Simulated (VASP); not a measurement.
OSZICAR of a VASP run on AgSb (relaxed from the rocksalt structure, space group Fm-3m):

File OSZICAR:
```
       N       E                     dE             d eps       ncg     rms          rms(c)
DAV:   1     0.305684398511E+02    0.30568E+02   -0.68807E+03  1136   0.111E+03
DAV:   2    -0.490194190956E+02   -0.79588E+02   -0.74081E+02  1244   0.222E+02
DAV:   3    -0.508715028581E+02   -0.18521E+01   -0.18400E+01  1340   0.377E+01
DAV:   4    -0.508829656042E+02   -0.11463E-01   -0.11461E-01  1260   0.321E+00
DAV:   5    -0.508831091334E+02   -0.14353E-03   -0.14353E-03  1348   0.387E-01    0.647E+00
DAV:   6    -0.466039551251E+02    0.42792E+01   -0.71487E+00  1204   0.365E+01    0.648E+00
DAV:   7    -0.466147170064E+02   -0.10762E-01   -0.44836E-01  1160   0.917E+00    0.324E+00
DAV:   8    -0.465919907826E+02    0.22726E-01   -0.18172E-01  1192   0.452E+00    0.649E-01
DAV:   9    -0.465864245300E+02    0.55663E-02   -0.13011E-01  1180   0.339E+00    0.110E-01
DAV:  10    -0.466225282670E+02   -0.36104E-01   -0.21484E-02  1176   0.128E+00    0.908E-02
DAV:  11    -0.466220429553E+02    0.48531E-03   -0.49701E-03  1268   0.774E-01    0.520E-02
DAV:  12    -0.466232443787E+02   -0.12014E-02   -0.14645E-03  1176   0.417E-01    0.264E-02
DAV:  13    -0.466232861011E+02   -0.41722E-04   -0.67475E-05  1256   0.927E-02    0.101E-02
DAV:  14    -0.466232856546E+02    0.44653E-06   -0.22316E-05  1212   0.554E-02    0.537E-03
DAV:  15    -0.466232929580E+02   -0.73034E-05   -0.48339E-06  1264   0.290E-02    0.366E-03
DAV:  16    -0.466232931746E+02   -0.21660E-06   -0.39489E-07  1284   0.629E-03    0.162E-03
DAV:  17    -0.466232933052E+02   -0.13052E-06   -0.99146E-08   772   0.371E-03    0.698E-04
DAV:  18    -0.466232933320E+02   -0.26864E-07   -0.65191E-08   760   0.302E-03
   1 F= -.46623293E+02 E0= -.46622519E+02  d E =-.466233E+02
```

**Question.** Which electronic solver shows in the log?

**Answer.** It is blocked Davidson (ALGO = Normal, or the opening steps of other solvers). The INCAR had ALGO = Normal.

**Question.** Can the final energy be trusted as converged?

**Answer.** The calculation finished and met its thresholds. It stopped with EDIFF = 1E-7, NELM = 100, NSW = 30 and EDIFFG = -0.01 after 1 ionic step (r2SCAN meta-GGA, plane waves, VASP's PBE PAW potentials (set 64)).

The structure was generated: AgSb was put into the rocksalt type (Fm-3m), which need not be its known phase. This cell was strained or had an atom moved on purpose.
